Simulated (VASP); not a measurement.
Computed with vdW-DF2, VASP's PBE PAW potentials (set 64) (plane waves; VASP).

Input for VASP

INCAR:
```
! general
SYSTEM   = Ni3Fe
PREC     = Accurate
ENCUT    = 520   ! plane-wave cut-off (eV)
LREAL    = F   ! projection in real space or not
LASPH    = T   ! aspherical one-centre terms

! electronic loop
EDIFF    = 1E-7   ! SCF stop (eV)
NELM     = 100   ! most electronic steps
ALGO     = Normal
LMAXMIX  = 4   ! l cut-off of mixed one-centre charges

! smearing
ISMEAR   = 1
SIGMA    = 0.1   ! width (eV)

! functional
GGA      = ML
LUSE_VDW = T
AGGAC    = 0.0
ZAB_VDW  = -1.8867

! spin
ISPIN    = 2
MAGMOM   = 2.9 3*0.6

! ions
ISIF     = 2

! output
LWAVE    = F
LCHARG   = F
LORBIT   = 10
```

KPOINTS:
```
Automatic mesh
0
Gamma
9 9 9
0 0 0
```

### POSCAR
```
Ni3Fe
1
    3.5925939406     0.0000000000     0.0000000000
    0.0000000000     3.5925939406     0.0000000000
    0.0000000000     0.0000000000     3.5925939406
Fe Ni
1 3
Direct
  0.0000000000   0.0000000000   0.0000000000
  0.0000000000   0.5000000000   0.5000000000
  0.5000000000   0.0000000000   0.5000000000
  0.5000000000   0.5000000000   0.0000000000
```

POTCAR, in this order: Fe Ni (PBE.64 set). Program: vasp_std.

Output

### OSZICAR
```
       N       E                     dE             d eps       ncg     rms          rms(c)
DAV:   1     0.258424121705E+03    0.25842E+03   -0.17448E+04  3548   0.210E+03
DAV:   2     0.408523837968E+00   -0.25802E+03   -0.25014E+03  3533   0.373E+02
DAV:   3    -0.145303308303E+02   -0.14939E+02   -0.14077E+02  3673   0.122E+02
DAV:   4    -0.147793509869E+02   -0.24902E+00   -0.24781E+00  3758   0.164E+01
DAV:   5    -0.147859047555E+02   -0.65538E-02   -0.65524E-02  4944   0.213E+00    0.179E+01
DAV:   6    -0.140637901760E+02    0.72211E+00   -0.39558E+01  3777   0.101E+02    0.284E+01
DAV:   7    -0.154716915551E+02   -0.14079E+01   -0.18495E+01  4212   0.126E+02    0.249E+01
DAV:   8    -0.113850302698E+02    0.40867E+01   -0.12926E+01  4282   0.533E+01    0.607E+00
DAV:   9    -0.115539100059E+02   -0.16888E+00   -0.82556E-01  3876   0.120E+01    0.326E+00
DAV:  10    -0.115215662624E+02    0.32344E-01   -0.14256E-01  5060   0.878E+00    0.109E+00
DAV:  11    -0.115236261739E+02   -0.20599E-02   -0.50841E-02  5709   0.281E+00    0.117E+00
DAV:  12    -0.115227073799E+02    0.91879E-03   -0.52475E-03  4665   0.187E+00    0.431E-01
DAV:  13    -0.115229789005E+02   -0.27152E-03   -0.24748E-03  4937   0.952E-01    0.107E-01
DAV:  14    -0.115230282372E+02   -0.49337E-04   -0.59965E-04  5429   0.297E-01    0.166E-01
DAV:  15    -0.115229896451E+02    0.38592E-04   -0.11491E-04  4448   0.275E-01    0.558E-02
DAV:  16    -0.115229963389E+02   -0.66938E-05   -0.20519E-05  4482   0.544E-02    0.414E-02
DAV:  17    -0.115229926584E+02    0.36805E-05   -0.70832E-06  5074   0.678E-02    0.834E-03
DAV:  18    -0.115229921694E+02    0.48897E-06   -0.25649E-06  4228   0.198E-02    0.114E-03
DAV:  19    -0.115229923897E+02   -0.22027E-06   -0.21049E-07  2452   0.625E-03    0.112E-03
DAV:  20    -0.115229922762E+02    0.11348E-06   -0.22879E-08  1818   0.245E-03    0.378E-04
DAV:  21    -0.115229922418E+02    0.34344E-07   -0.13074E-08  1813   0.220E-03
   1 F= -.11522992E+02 E0= -.11523249E+02  d E =0.771685E-03  mag=     4.4888
```

File OUTCAR:
```
------------------------ aborting loop because EDIFF is reached ----------------------------------------
  FORCE on cell =-STRESS in cart. coord.  units (eV):
  Direction    XX          YY          ZZ          XY          YZ          ZX
  --------------------------------------------------------------------------------------
  Total        1.2940497      1.2940497      1.2940497      0.0000000      0.0000000     -0.0000000
  in kB       44.7133438     44.7133438     44.7133438      0.0000000      0.0000000     -0.0000000
  external PRESSURE =      44.7133438 kB  Pullay stress =       0.0000000 kB
  volume of cell :       46.37
      direct lattice vectors                 reciprocal lattice vectors
     3.592593941  0.000000000  0.000000000     0.278350411  0.000000000  0.000000000
     0.000000000  3.592593941  0.000000000     0.000000000  0.278350411  0.000000000
     0.000000000  0.000000000  3.592593941     0.000000000  0.000000000  0.278350411
 POSITION                                       TOTAL-FORCE (eV/Angst)
 -----------------------------------------------------------------------------------
      0.00000      0.00000      0.00000         0.000000      0.000000      0.000000
      0.00000      1.79630      1.79630         0.000000      0.000000      0.000000
      1.79630      0.00000      1.79630         0.000000      0.000000      0.000000
      1.79630      1.79630      0.00000         0.000000      0.000000      0.000000
 -----------------------------------------------------------------------------------
    total drift:                                0.000000      0.000000      0.000000
  FREE ENERGIE OF THE ION-ELECTRON SYSTEM (eV)
  ---------------------------------------------------
  free  energy   TOTEN  =       -11.5229922418 eV

  energy  without entropy=      -11.5237639273  energy(sigma->0) =      -11.52324947

 total charge

# of ion       s       p       d       tot
------------------------------------------
    1        0.453   0.443   6.171   7.067
    2        0.488   0.454   8.375   9.317
    3        0.488   0.454   8.375   9.317
    4        0.488   0.454   8.375   9.317
--------------------------------------------------
tot          1.917   1.806  31.296  35.018

 magnetization (x)

# of ion       s       p       d       tot
------------------------------------------
    1        0.011  -0.002   2.816   2.825
    2       -0.014  -0.040   0.630   0.576
    3       -0.014  -0.040   0.630   0.576
    4       -0.014  -0.040   0.630   0.576
--------------------------------------------------
tot         -0.031  -0.122   4.706   4.552
```
(Selected blocks of OUTCAR.)

The compound is Ni3Fe in the L1_2 structure. This cell is one point of a volume scan, at 0.97 of the reference volume.
